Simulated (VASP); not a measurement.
Level of theory: revPBE GGA, VASP's PBE PAW potentials (set 64) (plane waves; VASP).

Input for VASP

File KPOINTS:
```
Automatic mesh
0
Gamma
14 14 13
0 0 0
```

INCAR:
```
ISMEAR = 1   ! Methfessel-Paxton
PREC = Accurate
GGA = RE   ! revPBE
SIGMA = 0.1   ! width (eV)
IBRION = 2   ! conjugate gradients
LREAL = .False.   ! projection in real space or not
LMAXMIX = 6
ENCUT = 520
EDIFFG = -0.01   ! ionic stop
NELM = 100
NSW = 30   ! most ionic steps
EDIFF = 1E-7   ! SCF stop (eV)
SYSTEM = WC
ISIF = 4   ! ions and shape, fixed volume
LWAVE = .False.
ALGO = Normal   ! blocked Davidson
LCHARG = .False.
LASPH = .True.
```

File POSCAR:
```
WC
1.0
  1.4952617177  -2.5898693440   0.0000000000
  1.4952617177   2.5898693440   0.0000000000
  0.0000000000   0.0000000000   2.9120958467
W C
1 1
Direct
  0.0000000000   0.0000000000   0.0000000000
  0.3333330000   0.6666670000   0.5000000000
```

POTCAR, in this order: W_sv C (PBE.64 set). Program: vasp_std.

The run wrote:

File OSZICAR:
```
       N       E                     dE             d eps       ncg     rms          rms(c)
DAV:   1     0.110316761027E+03    0.11032E+03   -0.98805E+03  4384   0.153E+03
DAV:   2    -0.203966195326E+02   -0.13071E+03   -0.12746E+03  4978   0.376E+02
DAV:   3    -0.245157525031E+02   -0.41191E+01   -0.40785E+01  5413   0.613E+01
DAV:   4    -0.245615267879E+02   -0.45774E-01   -0.45722E-01  4808   0.673E+00
DAV:   5    -0.245619511539E+02   -0.42437E-03   -0.42434E-03  5146   0.671E-01    0.273E+01
DAV:   6    -0.216382838508E+02    0.29237E+01   -0.10202E+01  4968   0.317E+01    0.651E+00
DAV:   7    -0.215433680184E+02    0.94916E-01   -0.53600E-01  4648   0.622E+00    0.500E+00
DAV:   8    -0.215168534651E+02    0.26515E-01   -0.97800E-02  4828   0.310E+00    0.743E-01
DAV:   9    -0.215159202651E+02    0.93320E-03   -0.38614E-03  4748   0.565E-01    0.160E-01
DAV:  10    -0.215158975959E+02    0.22669E-04   -0.34695E-04  5093   0.243E-01    0.690E-02
DAV:  11    -0.215158978466E+02   -0.25068E-06   -0.16028E-05  4763   0.415E-02    0.108E-02
DAV:  12    -0.215158966389E+02    0.12077E-05   -0.56351E-06  4788   0.264E-02    0.181E-03
DAV:  13    -0.215158967034E+02   -0.64488E-07   -0.88185E-08  3159   0.330E-03
   1 F= -.21515897E+02 E0= -.21515990E+02  d E =-.215159E+02
       N       E                     dE             d eps       ncg     rms          rms(c)
DAV:   1    -0.215220214810E+02   -0.61248E-02   -0.22927E-01  4381   0.571E+00    0.400E-01
DAV:   2    -0.215174763525E+02    0.45451E-02   -0.96159E-03  4663   0.959E-01    0.215E-01
DAV:   3    -0.215157816469E+02    0.16947E-02   -0.35507E-03  4728   0.540E-01    0.668E-02
DAV:   4    -0.215157646186E+02    0.17028E-04   -0.15423E-04  4873   0.122E-01    0.287E-02
DAV:   5    -0.215157606841E+02    0.39345E-05   -0.15574E-05  4728   0.378E-02    0.699E-03
DAV:   6    -0.215157598414E+02    0.84265E-06   -0.21648E-06  4933   0.143E-02    0.194E-03
DAV:   7    -0.215157598337E+02    0.76880E-08   -0.72648E-08  2479   0.291E-03
   2 F= -.21515760E+02 E0= -.21515821E+02  d E =0.136870E-03
       N       E                     dE             d eps       ncg     rms          rms(c)
DAV:   1    -0.215181246280E+02   -0.23648E-02   -0.65314E-02  4373   0.305E+00    0.213E-01
DAV:   2    -0.215168250991E+02    0.12995E-02   -0.27344E-03  4668   0.513E-01    0.115E-01
DAV:   3    -0.215163386646E+02    0.48643E-03   -0.10268E-03  4733   0.289E-01    0.344E-02
DAV:   4    -0.215163353754E+02    0.32892E-05   -0.42584E-05  4843   0.640E-02    0.149E-02
DAV:   5    -0.215163350239E+02    0.35156E-06   -0.40742E-06  4733   0.192E-02    0.361E-03
DAV:   6    -0.215163350292E+02   -0.53483E-08   -0.56635E-07  4883   0.726E-03
   3 F= -.21516335E+02 E0= -.21516417E+02  d E =-.438326E-03
```

**OUTCAR**
```
------------------------ aborting loop because EDIFF is reached ----------------------------------------
  FORCE on cell =-STRESS in cart. coord.  units (eV):
  Direction    XX          YY          ZZ          XY          YZ          ZX
  --------------------------------------------------------------------------------------
  Total       -2.7033781     -2.7033783     -2.7054453      0.0000000      0.0000000     -0.0000000
  in kB     -192.0377651   -192.0377760   -192.1846093      0.0000000      0.0000000     -0.0000000
  external PRESSURE =    -192.0867168 kB  Pullay stress =       0.0000000 kB
  volume of cell :       22.55
      direct lattice vectors                 reciprocal lattice vectors
     1.497181497 -2.593194494  0.000000000     0.333960846 -0.192812379  0.000000000
     1.497181497  2.593194494 -0.000000000     0.333960846  0.192812379  0.000000000
    -0.000000000  0.000000000  2.904632500    -0.000000000  0.000000000  0.344277632
 POSITION                                       TOTAL-FORCE (eV/Angst)
 -----------------------------------------------------------------------------------
      0.00000     -0.00000      0.00000        -0.000000     -0.000000     -0.000000
      1.49718      0.86440      1.45232         0.000000      0.000000      0.000000
 -----------------------------------------------------------------------------------
    total drift:                                0.000000     -0.000399      0.000000
  FREE ENERGIE OF THE ION-ELECTRON SYSTEM (eV)
  ---------------------------------------------------
  free  energy   TOTEN  =       -21.5163350292 eV

  energy  without entropy=      -21.5165805209  energy(sigma->0) =      -21.51641686

 reached required accuracy - stopping structural energy minimisation
```
(Selected blocks of OUTCAR.)

File CONTCAR:
```
WC
   1.00000000000000
     1.4971814967158745   -2.5931944942918066    0.0000000000000000
     1.4971814967158745    2.5931944942918066   -0.0000000000000000
    -0.0000000000000000    0.0000000000000000    2.9046324999296922
  W               C
     1     1
Direct
     0.0000000000000000    0.0000000000000000    0.0000000000000000
     0.3333330000000032    0.6666669999999968    0.5000000000000000
```

The compound is WC in the wc structure. This cell is one point of a volume scan, at 1.06 of the reference volume. Symmetry was kept, so distortions that lower it aren't found.
